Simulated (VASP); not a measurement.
Calculation: revPBE GGA, VASP's PBE PAW potentials (set 64) (plane waves; VASP).

The input files of a VASP run:

POSCAR:
```
HgTe
1.0
  0.0000000000   3.2300000000   3.2300000000
  3.2300000000   0.0000000000   3.2300000000
  3.2300000000   3.2300000000   0.0000000000
Hg Te
1 1
direct
  0.0000000000   0.0000000000   0.0000000000
  0.2500000000   0.2500000000   0.2500000000
```

INCAR:
```
SYSTEM = HgTe
PREC = Accurate
ENCUT = 520
EDIFF = 1E-6
NELM = 100
ALGO = Normal
LREAL = .FALSE.
LASPH = .TRUE.
ISMEAR = 0
SIGMA = 0.05
GGA = RE
LMAXMIX = 6
LWAVE = .FALSE.
LCHARG = .FALSE.
IBRION = 2
ISIF = 3
NSW = 60
EDIFFG = -0.01
```

File KPOINTS:
```
Automatic
0
Gamma
7 7 7
0 0 0
```

POTCAR, in this order: Hg Te (PBE.64 set). Program: vasp_std.

What VASP printed:

**OSZICAR**
```
       N       E                     dE             d eps       ncg     rms          rms(c)
DAV:   1     0.111130482972E+03    0.11113E+03   -0.83578E+03   520   0.121E+03
DAV:   2     0.135332664711E+01   -0.10978E+03   -0.10457E+03   575   0.268E+02
DAV:   3    -0.305920983443E+01   -0.44125E+01   -0.43943E+01   615   0.565E+01
DAV:   4    -0.310238091748E+01   -0.43171E-01   -0.43164E-01   719   0.516E+00
DAV:   5    -0.310258337803E+01   -0.20246E-03   -0.20246E-03   643   0.301E-01    0.806E+00
DAV:   6    -0.291236044176E+01    0.19022E+00   -0.46386E-01   590   0.100E+01    0.625E+00
DAV:   7    -0.290736933584E+01    0.49911E-02   -0.11766E-01   603   0.273E+00    0.218E+00
DAV:   8    -0.290741898701E+01   -0.49651E-04   -0.13220E-02   550   0.156E+00    0.605E-01
DAV:   9    -0.290775129576E+01   -0.33231E-03   -0.10230E-03   620   0.386E-01    0.162E-01
DAV:  10    -0.290784906888E+01   -0.97773E-04   -0.14494E-04   550   0.111E-01    0.550E-02
DAV:  11    -0.290790104785E+01   -0.51979E-04   -0.12895E-04   565   0.910E-02    0.527E-02
DAV:  12    -0.290789780225E+01    0.32456E-05   -0.69365E-06   590   0.311E-02    0.281E-02
DAV:  13    -0.290789770586E+01    0.96396E-07   -0.32911E-06   598   0.115E-02
   1 F= -.29078977E+01 E0= -.29077853E+01  d E =-.290790E+01
       N       E                     dE             d eps       ncg     rms          rms(c)
DAV:   1    -0.628215984899E+01   -0.33743E+01   -0.74031E+01   540   0.109E+02    0.226E+01
DAV:   2    -0.351463309081E+01    0.27675E+01   -0.65741E+00   530   0.389E+01    0.739E+00
DAV:   3    -0.314337806462E+01    0.37126E+00   -0.70883E-01   555   0.871E+00    0.713E+00
DAV:   4    -0.303046269260E+01    0.11292E+00   -0.17206E-01   530   0.301E+00    0.210E+00
DAV:   5    -0.302573481886E+01    0.47279E-02   -0.11835E-02   573   0.960E-01    0.976E-01
DAV:   6    -0.302596204601E+01   -0.22723E-03   -0.12904E-03   560   0.289E-01    0.639E-01
DAV:   7    -0.302621199095E+01   -0.24994E-03   -0.18546E-03   555   0.425E-01    0.320E-02
DAV:   8    -0.302633147262E+01   -0.11948E-03   -0.24309E-04   620   0.163E-01    0.666E-02
DAV:   9    -0.302637187615E+01   -0.40404E-04   -0.79240E-05   545   0.534E-02    0.200E-02
DAV:  10    -0.302637371668E+01   -0.18405E-05   -0.17430E-06   584   0.107E-02    0.507E-03
DAV:  11    -0.302637493996E+01   -0.12233E-05   -0.13171E-06   511   0.793E-03    0.554E-03
DAV:  12    -0.302637481378E+01    0.12618E-06   -0.31645E-08   350   0.144E-03
   2 F= -.30263748E+01 E0= -.30262624E+01  d E =-.118477E+00
       N       E                     dE             d eps       ncg     rms          rms(c)
DAV:   1    -0.315428688679E+01   -0.12791E+00   -0.25672E+00   540   0.188E+01    0.249E+00
DAV:   2    -0.304387835116E+01    0.11041E+00   -0.29805E-01   535   0.789E+00    0.761E-01
DAV:   3    -0.303274754139E+01    0.11131E-01   -0.33883E-02   525   0.170E+00    0.749E-01
DAV:   4    -0.303134200510E+01    0.14055E-02   -0.36888E-03   575   0.488E-01    0.116E-01
DAV:   5    -0.303124999434E+01    0.92011E-04   -0.62541E-04   530   0.305E-01    0.117E-01
DAV:   6    -0.303128925246E+01   -0.39258E-04   -0.14564E-04   580   0.126E-01    0.497E-02
DAV:   7    -0.303128469131E+01    0.45611E-05   -0.15969E-05   560   0.488E-02    0.956E-03
DAV:   8    -0.303128889804E+01   -0.42067E-05   -0.72972E-06   570   0.187E-02    0.395E-03
DAV:   9    -0.303128929180E+01   -0.39377E-06   -0.35415E-07   445   0.521E-03
   3 F= -.30312893E+01 E0= -.30311769E+01  d E =-.123392E+00
```

File OUTCAR:
```
------------------------ aborting loop because EDIFF is reached ----------------------------------------
  FORCE on cell =-STRESS in cart. coord.  units (eV):
  Direction    XX          YY          ZZ          XY          YZ          ZX
  --------------------------------------------------------------------------------------
  Total        0.0127709      0.0127709      0.0127709      0.0000000     -0.0000000     -0.0000000
  in kB        0.2685319      0.2685319      0.2685319      0.0000000     -0.0000000     -0.0000000
  external PRESSURE =       0.2685319 kB  Pullay stress =       0.0000000 kB
  volume of cell :       76.20
      direct lattice vectors                 reciprocal lattice vectors
     0.000000000  3.364873490  3.364873490    -0.148593997  0.148593997  0.148593997
     3.364873490 -0.000000000  3.364873490     0.148593997 -0.148593997  0.148593997
     3.364873490  3.364873490 -0.000000000     0.148593997  0.148593997 -0.148593997
 POSITION                                       TOTAL-FORCE (eV/Angst)
 -----------------------------------------------------------------------------------
      0.00000      0.00000      0.00000        -0.000000     -0.000000      0.000000
      1.68244      1.68244      1.68244         0.000000      0.000000     -0.000000
 -----------------------------------------------------------------------------------
    total drift:                               -0.000000     -0.000000     -0.000000
  FREE ENERGIE OF THE ION-ELECTRON SYSTEM (eV)
  ---------------------------------------------------
  free  energy   TOTEN  =        -3.0312892918 eV

  energy  without entropy=       -3.0310644176  energy(sigma->0) =       -3.03117685

 reached required accuracy - stopping structural energy minimisation
```
(Selected blocks of OUTCAR.)

CONTCAR:
```
HgTe
   1.00000000000000
     0.0000000000000000    3.3648734900387867    3.3648734900387867
     3.3648734900387871   -0.0000000000000000    3.3648734900387867
     3.3648734900387871    3.3648734900387867   -0.0000000000000000
  Hg              Te
     1     1
Direct
     0.0000000000000000    0.0000000000000000    0.0000000000000000
     0.2500000000000000    0.2500000000000000    0.2500000000000000
```

Energy and stress use the plane-wave basis of the starting cell.

The compound is HgTe in the zinc blende structure. This run relaxes it. Symmetry was kept, so distortions that lower it aren't found.
